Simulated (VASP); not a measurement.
Wanted: the native input for a VASP 6.6.1 run.

- Task: single point
- Functional: LDA
- Potentials or basis: VASP PAW LDA potentials, release 64 (Na_pv, Ba_sv, Be, O)
- Cutoff: 520 eV
- k mesh: 4 × 4 × 4
- Occupations: fermi-dirac, width 0.1 eV
- Spin: no spin polarisation
- Dipole correction: no
- Further INCAR settings: ALGO = Fast; EDIFF = 1e-06; NBANDS = 44

The structure of Ba2NaBeO6 lies in POSCAR:

```
Ba2NaBeO6
1.0
    0.0000000000      4.0960440000      4.0960440000
    4.0960440000      0.0000000000      4.0960440000
    4.0960440000      4.0960440000      0.0000000000
Na Ba Be O
1 2 1 6
Direct
    0.5000000000      0.5000000000      0.5000000000
    0.2500000000      0.2500000000      0.2500000000
    0.7500000000      0.7500000000      0.7500000000
    0.0000000000      0.0000000000      0.0000000000
    0.7760000000      0.2240000000      0.2240000000
    0.2240000000      0.7760000000      0.2240000000
    0.2240000000      0.7760000000      0.7760000000
    0.7760000000      0.2240000000      0.7760000000
    0.2240000000      0.2240000000      0.7760000000
    0.7760000000      0.7760000000      0.2240000000
```

The cell was built by a generator and needn't be a form met in nature.

One way to write it, as run:

INCAR

```
SYSTEM = Ba2NaBeO6
PREC = Accurate
ENCUT = 520
EDIFF = 1E-6
ISMEAR = -1
SIGMA = 0.1
LREAL = .FALSE.
LASPH = .TRUE.
NELM = 60
ALGO = Fast
ISIF = 2
LWAVE = .FALSE.
LCHARG = .FALSE.
GGA = CA
NBANDS = 44
```

KPOINTS

```
regular mesh
0
G
  4 4 4
  0 0 0
```

Potentials or basis: VASP PAW LDA potentials, release 64 (Na_pv, Ba_sv, Be, O).

The run is started by

```bash
$ cat potpaw_LDA.64/Na_pv/POTCAR potpaw_LDA.64/Ba_sv/POTCAR potpaw_LDA.64/Be/POTCAR potpaw_LDA.64/O/POTCAR > POTCAR
$ mpirun -np 1 vasp_std > vasp.out
```

Results of the run:

```yaml
Pressure: -8.7 GPa
Largest_force: 0.683 eV/Å
Band_gap_on_the_k_mesh: none (metal or under the smearing width)
```

Caveat: an odd number of electrons without spin polarisation forces a metal; a magnetic or distorted state may lie lower.

It took 3.3 min on 1 thread of Intel(R) Xeon(R) Platinum 8488C (Sapphire Rapids) (shared host), peak memory 0.27 GiB.
